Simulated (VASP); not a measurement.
Computed with SCAN meta-GGA, VASP's PBE PAW potentials (set 64) (plane waves; VASP).

VASP ran on this input.

**POSCAR**
```
K
5.2524260
 -0.5000000148   0.5000000148   0.5000000148
  0.5000000148  -0.5000000148   0.5000000148
  0.5000000148   0.5000000148  -0.5000000148
K
1
Cart
  0.0000000000   0.0000000000   0.0000000000
```

**INCAR**
```
SYSTEM = K
PREC = Accurate; ENCUT = 520; LREAL = .FALSE.
LASPH = .TRUE.
EDIFF = 1E-7; NELM = 100; ALGO = Normal
LMIXTAU = .TRUE.
ISMEAR = 1; SIGMA = 0.1
METAGGA = SCAN
ISIF = 2
LWAVE = .FALSE.; LCHARG = .FALSE.
```

KPOINTS:
```
Automatic mesh
0
Gamma
10 10 10
0 0 0
```

POTCAR, in this order: K_sv (PBE.64 set). Program: vasp_std.

Output of the run:

File OUTCAR:
```
 ion  position               nearest neighbor table
   1  0.000  0.000  0.000-
  LATTYP: Found a body centered cubic cell.
 ALAT       =     5.2524261550
 Subroutine PRICEL returns:
 Original cell was already a primitive cell.
 Subroutine GETGRP returns: Found 48 space group operations
The static configuration has the point symmetry O_h .
The dynamic configuration has the point symmetry O_h .
 Subroutine INISYM returns: Found 48 space group operations
 Subroutine IBZKPT returns following result:
 Found     47 irreducible k-points:

 Following reciprocal coordinates:
            Coordinates               Weight
  0.000000  0.000000  0.000000      1.000000
  0.100000  0.000000  0.000000     12.000000
  0.200000  0.000000  0.000000     12.000000
  0.300000  0.000000  0.000000     12.000000
  0.400000  0.000000  0.000000     12.000000
  0.500000  0.000000  0.000000      6.000000
  0.100000  0.100000  0.000000     24.000000
  0.200000  0.100000  0.000000     48.000000
  0.300000  0.100000  0.000000     48.000000
  0.400000  0.100000  0.000000     48.000000
...
```

**OSZICAR**
```
       N       E                     dE             d eps       ncg     rms          rms(c)
DAV:   1     0.360492640672E+02    0.36049E+02   -0.37889E+03   760   0.882E+02
DAV:   2    -0.889401588614E+01   -0.44943E+02   -0.44649E+02   752   0.223E+02
DAV:   3    -0.105565212357E+02   -0.16625E+01   -0.16624E+01  1296   0.367E+01
DAV:   4    -0.105944917886E+02   -0.37971E-01   -0.37962E-01  1144   0.430E+00
DAV:   5    -0.105949647538E+02   -0.47297E-03   -0.47297E-03  1352   0.323E-01    0.166E+00
DAV:   6    -0.892802294599E+01    0.16669E+01   -0.16246E+00   784   0.131E+01    0.136E+00
DAV:   7    -0.818638709676E+01    0.74164E+00   -0.16911E-01   848   0.519E+00    0.770E-01
DAV:   8    -0.851182189521E+01   -0.32543E+00   -0.96909E-02   848   0.350E+00    0.271E-01
DAV:   9    -0.834964451785E+01    0.16218E+00   -0.19499E-01   784   0.449E+00    0.136E-01
DAV:  10    -0.834523169549E+01    0.44128E-02   -0.61142E-03  1360   0.102E+00    0.103E-01
DAV:  11    -0.834781904595E+01   -0.25874E-02   -0.20994E-03   864   0.757E-01    0.646E-02
DAV:  12    -0.832617168714E+01    0.21647E-01   -0.23354E-02   752   0.237E+00    0.380E-02
DAV:  13    -0.832677588446E+01   -0.60420E-03   -0.89789E-04   880   0.441E-01    0.389E-02
DAV:  14    -0.832687578702E+01   -0.99903E-04   -0.13033E-04   992   0.189E-01    0.360E-02
DAV:  15    -0.832848689979E+01   -0.16111E-02   -0.23338E-03   752   0.621E-01    0.111E-02
DAV:  16    -0.832921815974E+01   -0.73126E-03   -0.13296E-03   752   0.646E-01    0.131E-02
DAV:  17    -0.833231047232E+01   -0.30923E-02   -0.11262E-02   752   0.152E+00    0.142E-02
DAV:  18    -0.833179610852E+01    0.51436E-03   -0.13598E-03   752   0.477E-01    0.200E-02
DAV:  19    -0.833184044650E+01   -0.44338E-04   -0.46423E-05  1080   0.939E-02    0.162E-02
DAV:  20    -0.833187106320E+01   -0.30617E-04   -0.12908E-04   784   0.162E-01    0.105E-02
DAV:  21    -0.833186924546E+01    0.18177E-05   -0.68233E-03   752   0.128E+00    0.111E-02
DAV:  22    -0.833149401921E+01    0.37523E-03   -0.26142E-03   752   0.824E-01    0.114E-02
DAV:  23    -0.833144613000E+01    0.47889E-04   -0.85033E-05   784   0.126E-01    0.919E-03
DAV:  24    -0.833158810049E+01   -0.14197E-03   -0.10987E-03   752   0.500E-01    0.633E-03
DAV:  25    -0.833141499859E+01    0.17310E-03   -0.67210E-04   752   0.373E-01    0.404E-03
DAV:  26    -0.833141247205E+01    0.25265E-05   -0.54006E-05   768   0.108E-01    0.145E-03
DAV:  27    -0.833141311510E+01   -0.64304E-06   -0.39948E-05   760   0.924E-02    0.823E-04
DAV:  28    -0.833141385549E+01   -0.74039E-06   -0.22506E-05   768   0.745E-02    0.112E-03
DAV:  29    -0.833141171796E+01    0.21375E-05   -0.15881E-05   800   0.589E-02    0.105E-03
DAV:  30    -0.833141271662E+01   -0.99866E-06   -0.29468E-06   824   0.303E-02    0.609E-04
DAV:  31    -0.833141255689E+01    0.15972E-06   -0.22731E-06   816   0.250E-02    0.510E-04
DAV:  32    -0.833141238637E+01    0.17052E-06   -0.13394E-06   816   0.197E-02    0.718E-04
DAV:  33    -0.833141292968E+01   -0.54330E-06   -0.12008E-06   800   0.189E-02    0.570E-04
DAV:  34    -0.833141248128E+01    0.44839E-06   -0.15054E-06   800   0.179E-02    0.292E-04
DAV:  35    -0.833141219389E+01    0.28740E-06   -0.22802E-07   928   0.793E-03    0.218E-04
DAV:  36    -0.833141221600E+01   -0.22116E-07   -0.93494E-08   880   0.477E-03
   1 F= -.83314122E+01 E0= -.83310353E+01  d E =-.113062E-02
```

OUTCAR:
```
------------------------ aborting loop because EDIFF is reached ----------------------------------------
  FORCE on cell =-STRESS in cart. coord.  units (eV):
  Direction    XX          YY          ZZ          XY          YZ          ZX
  --------------------------------------------------------------------------------------
  Total        0.0553192      0.0553192      0.0553192      0.0000000      0.0000000     -0.0000000
  in kB        1.2233107      1.2233107      1.2233107      0.0000000      0.0000000     -0.0000000
  external PRESSURE =       1.2233107 kB  Pullay stress =       0.0000000 kB
  volume of cell :       72.45
      direct lattice vectors                 reciprocal lattice vectors
    -2.626213078  2.626213078  2.626213078     0.000000000  0.190388207  0.190388207
     2.626213078 -2.626213078  2.626213078     0.190388207  0.000000000  0.190388207
     2.626213078  2.626213078 -2.626213078     0.190388207  0.190388207  0.000000000
 POSITION                                       TOTAL-FORCE (eV/Angst)
 -----------------------------------------------------------------------------------
      0.00000      0.00000      0.00000         0.000000      0.000000      0.000000
 -----------------------------------------------------------------------------------
    total drift:                               -0.000000     -0.000000      0.000000
  FREE ENERGIE OF THE ION-ELECTRON SYSTEM (eV)
  ---------------------------------------------------
  free  energy   TOTEN  =        -8.3314122160 eV

  energy  without entropy=       -8.3302816000  energy(sigma->0) =       -8.33103534
```
(Selected blocks of OUTCAR.)

File OUTCAR:
```
 val. band max:       -0.0696289735   @ k =   0.3000   0.2000   0.0000

 cond. band min:       0.0301670796   @ k =  -0.4000   0.4000   0.2000


 Fermi energy:        -0.0640374149

 k-point     1 :       0.0000    0.0000    0.0000
  band No.  band energies     occupation
      1     -33.7300      2.00000
      2     -16.3623      2.00000
      3     -16.3622      2.00000
      4     -16.3622      2.00000
      5      -2.3329      2.00000
      6       4.6089      0.00000
      7       4.6089      0.00000
      8       4.6089      0.00000

 k-point     2 :       0.1000    0.0000    0.0000
  band No.  band energies     occupation
      1     -33.7296      2.00000
      2     -16.3693      2.00000
      3     -16.3646      2.00000
      4     -16.3622      2.00000
      5      -2.2018      2.00000
      6       4.3753      0.00000
      7       4.4274      0.00000
      8       4.7142      0.00000

 k-point     3 :       0.2000    0.0000    0.0000
  band No.  band energies     occupation
      1     -33.7285      2.00000
      2     -16.3877      2.00000
      3     -16.3707      2.00000
      4     -16.3621      2.00000
      5      -1.8170      2.00000
      6       3.5741      0.00000
      7       4.0454      0.00000
      8       5.0255      0.00000

 k-point     4 :       0.3000    0.0000    0.0000
  band No.  band energies     occupation
      1     -33.7271      2.00000
      2     -16.4101      2.00000
      3     -16.3783      2.00000
      4     -16.3620      2.00000
      5      -1.2034      2.00000
      6       2.5726      0.00000
      7       3.6796      0.00000
      8       5.4378      0.00000

 k-point     5 :       0.4000    0.0000    0.0000
  band No.  band energies     occupation
      1     -33.7259      2.00000
      2     -16.4282      2.00000
      3     -16.3845      2.00000
      4     -16.3620      2.00000
      5      -0.4018      2.00002
      6       1.5486     -0.00000
      7       3.4342      0.00000
...
```

The compound is K in the bcc structure. This cell is one point of a volume scan, at 0.97 of the reference volume.
